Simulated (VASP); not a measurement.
System: FePb, 2 atoms in the cell.

Theory: PBE with spin–orbit coupling, plane waves, standard recommended PAW potentials (VASP 6.6.1).

Cutoff 381 eV; orbitals from an earlier step on the same cell; potentials Fe_pv Pb_d; PREC = Accurate; k-mesh 8×8×6 Γ-centred; Fermi–Dirac smearing of 0.1 eV; starting moments Fe1 3 μB along [0, 0, 1].

```
CELL_PARAMETERS angstrom
3.20000 0.00000 0.00000
0.00000 3.20000 0.00000
0.00000 0.00000 4.10000
ATOMIC_POSITIONS crystal
Fe 0.00000 0.00000 0.00000
Pb 0.50000 0.50000 0.50000
```

Q: Is the cell under compression or tension, and by how much?

A: The pressure is -2.91 GPa, so at these settings the cell is stretched and would shrink.

VASP prints the stress at a fixed plane-wave basis, so it holds the Pulay stress of this cutoff.

The cell is a model and need not be the structure known for this compound. The k-mesh is modest, so these values aren't fully converged in k. One magnetic order was tried; another may lie lower.
